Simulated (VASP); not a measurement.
Runs of VASP 6.6.1 on Si11WC12 (a cell with a defect). The cell holds a defect, 24 atoms: a = 9.245 Å, b = 6.163 Å, c = 6.163 Å, α = 60.00°, β = 60.00°, γ = 60.00°. 

| task | U | fixed moment (μB) | cell | k mesh | mesh quality | gap on the mesh (eV) | moment (μB) | largest force (eV/Å) |
| --- | --- | --- | --- | --- | --- | --- | --- | --- |
| single point | W d U = 4 eV | 1 | P1, 10.35 Å³/atom | 2 × 3 × 3 | coarse | - | 1.00 | 0.19 |
| single point | W d U = 2 eV | 1 | P1, 10.35 Å³/atom | 3 × 4 × 4 | not flagged | - | 1.00 | 0.11 |
| relaxation of the atoms | W d U = 2 eV | 1 | atoms relaxed from: atoms moved at random, drawn with an rms of 0.05 Å | 2 × 3 × 3 | coarse | - | 1.00 | 0.02 |
| single point | W d U = 2 eV | - | Cm, 10.35 Å³/atom | 2 × 3 × 3 | coarse | none | (b) | (a) |
| relaxation of the atoms | W d U = 2 eV | - | atoms relaxed | 2 × 3 × 3 | coarse | none | 0.87 | 0.02 |

Alike in all rows: level PBEsol+U; potentials or basis VASP PAW PBE potentials, release 64 (W_sv, Si, C); spin collinear, ferromagnetic start; cutoff (eV) 450; smearing gaussian 0.03 eV.

Problem. Fill in the values left out.

Solution. (a) 3.29; (b) 0.79.

Caveats: some runs use coarse meshes; the cell is charged against a uniform background, so pressure and absolute levels hang on convention; the cutoff is under 1.25 times the usual one of these potentials, so pressure, stress and relaxed cells hold a basis-set (Pulay) error; the PAW data sets were made with another functional, which shifts forces and pressure a little; the U is typed as a test and isn't derived for this compound; the total moment is fixed, so each spin has its own Fermi level (some runs).

A k mesh can miss the band edges, and the runs leave out spin-orbit coupling on W.

A gap of «none» marks a metal or a gap under the smearing width.
